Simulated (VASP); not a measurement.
All values below come from PBE GGA, VASP's PBE PAW potentials (set 64) (plane waves; VASP).

A VASP calculation is set up with these files.

### POSCAR
```
CeO2
1
   -0.0000000000     2.6852756635     2.6852756635
    2.6852756635     0.0000000000     2.6852756635
    2.6852756635     2.6852756635     0.0000000000
Ce O
1 2
Direct
  0.0000000000   0.0000000000   0.0000000000
  0.2500000000   0.2500000000   0.2500000000
  0.7500000000   0.7500000000   0.7500000000
```

File KPOINTS:
```
Automatic mesh
0
Gamma
7 7 7
0 0 0
```

**INCAR**
```
ALGO = Normal
EDIFF = 1E-6
EDIFFG = -0.02
ENCUT = 620
GGA = PE
IBRION = 2
ISIF = 3
ISMEAR = 0
LASPH = .TRUE.
LCHARG = .FALSE.
LMAXMIX = 6
LREAL = .FALSE.
LWAVE = .FALSE.
NELM = 100
NSW = 40
PREC = Accurate
PSTRESS = 100
SIGMA = 0.05
SYSTEM = CeO2
```

POTCAR, in this order: Ce O (PBE.64 set). Program: vasp_std.

Output

File OSZICAR:
```
       N       E                     dE             d eps       ncg     rms          rms(c)
DAV:   1     0.245109620339E+03    0.24511E+03   -0.12829E+04   640   0.231E+03
DAV:   2     0.152252438337E+02   -0.22988E+03   -0.22047E+03   952   0.326E+02
DAV:   3    -0.297580681743E+02   -0.44983E+02   -0.39280E+02   808   0.160E+02
DAV:   4    -0.316085089437E+02   -0.18504E+01   -0.18501E+01   976   0.378E+01
DAV:   5    -0.317216902554E+02   -0.11318E+00   -0.11317E+00  1072   0.758E+00    0.334E+01
DAV:   6    -0.288855313751E+02    0.28362E+01   -0.86046E+01   960   0.604E+01    0.219E+01
DAV:   7    -0.279901050885E+02    0.89543E+00   -0.14847E+02   960   0.125E+02    0.231E+01
DAV:   8    -0.271661689890E+02    0.82394E+00   -0.29770E+00   760   0.195E+01    0.142E+01
DAV:   9    -0.261899866329E+02    0.97618E+00   -0.70460E+00   960   0.224E+01    0.169E+00
DAV:  10    -0.261858007864E+02    0.41858E-02   -0.23397E-01  1136   0.383E+00    0.122E+00
DAV:  11    -0.261831675057E+02    0.26333E-02   -0.25234E-02   904   0.159E+00    0.148E+00
DAV:  12    -0.261742113560E+02    0.89561E-02   -0.11878E-01   880   0.250E+00    0.719E-01
DAV:  13    -0.261716689239E+02    0.25424E-02   -0.57897E-02   936   0.250E+00    0.555E-01
DAV:  14    -0.261715793759E+02    0.89548E-04   -0.34273E-03   976   0.457E-01    0.336E-01
DAV:  15    -0.261712972834E+02    0.28209E-03   -0.30974E-03   944   0.547E-01    0.305E-02
DAV:  16    -0.261713115574E+02   -0.14274E-04   -0.22179E-04   936   0.154E-01    0.544E-02
DAV:  17    -0.261713012182E+02    0.10339E-04   -0.38589E-05   952   0.627E-02    0.152E-02
DAV:  18    -0.261712987478E+02    0.24704E-05   -0.14904E-05   920   0.341E-02    0.414E-03
DAV:  19    -0.261712980805E+02    0.66735E-06   -0.11698E-06   480   0.120E-02
   1 F= -.23754246E+02 E0= -.23754246E+02  d E =-.237542E+02
```

OUTCAR:
```
------------------------ aborting loop because EDIFF is reached ----------------------------------------
  FORCE on cell =-STRESS in cart. coord.  units (eV):
  Direction    XX          YY          ZZ          XY          YZ          ZX
  --------------------------------------------------------------------------------------
  Total        2.4084466      2.4084466      2.4084466     -0.0000000     -0.0000000     -0.0000000
  in kB       99.6439617     99.6439617     99.6439617     -0.0000000     -0.0000000     -0.0000000
  external PRESSURE =      -0.3560383 kB  Pullay stress =     100.0000000 kB
  volume of cell :       38.73
      direct lattice vectors                 reciprocal lattice vectors
     0.000000000  2.685275664  2.685275664    -0.186200622  0.186200622  0.186200622
     2.685275664  0.000000000  2.685275664     0.186200622 -0.186200622  0.186200622
     2.685275664  2.685275664  0.000000000     0.186200622  0.186200622 -0.186200622
 POSITION                                       TOTAL-FORCE (eV/Angst)
 -----------------------------------------------------------------------------------
      0.00000      0.00000      0.00000        -0.000000      0.000000     -0.000000
      1.34264      1.34264      1.34264        -0.000000     -0.000000      0.000000
      4.02791      4.02791      4.02791         0.000000     -0.000000     -0.000000
 -----------------------------------------------------------------------------------
    total drift:                                0.000000     -0.000000      0.000000
  FREE ENERGIE OF THE ION-ELECTRON SYSTEM (eV)
  ---------------------------------------------------
  free  energy   TOTEN  =       -26.1712980805 eV

  energy  without entropy=      -26.1712980805  energy(sigma->0) =      -26.17129808
  enthalpy is  TOTEN    =       -23.7542458185 eV   P V=        2.4170522620

 reached required accuracy - stopping structural energy minimisation
```
(Selected blocks of OUTCAR.)

The compound is CeO2 in the fluorite structure. It was relaxed first under an external pressure of 10 GPa. The run is not spin-polarised, so no magnetic state was tried.
